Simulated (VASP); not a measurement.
Given:

```
CELL_PARAMETERS angstrom
     -1.73912     1.73912     1.73912
      1.73912    -1.73912     1.73912
      1.73912     1.73912    -1.73912
ATOMIC_POSITIONS crystal
  Li 0.00000 0.00000 0.00000
```

Level of theory: vdW-DF-cx, VASP's PBE PAW potentials (set 64) (plane waves; VASP 6.6.1). Numerical set-up: 520 eV cut-off, 16×16×16 Γ-centred mesh, tetrahedra with Blöchl corrections, potentials Li_sv.

Estimate the energy per atom (σ→0), band gap (on the k-mesh) with the smallest direct gap where there is one.

band gap (on the k-mesh): none (metal, semimetal or under 0.01 eV)
energy per atom (σ→0): -1.009 eV/atom

The absolute energy has meaning only against runs of the same code, potentials and settings.

The compound is Li in the bcc structure. It was relaxed first.
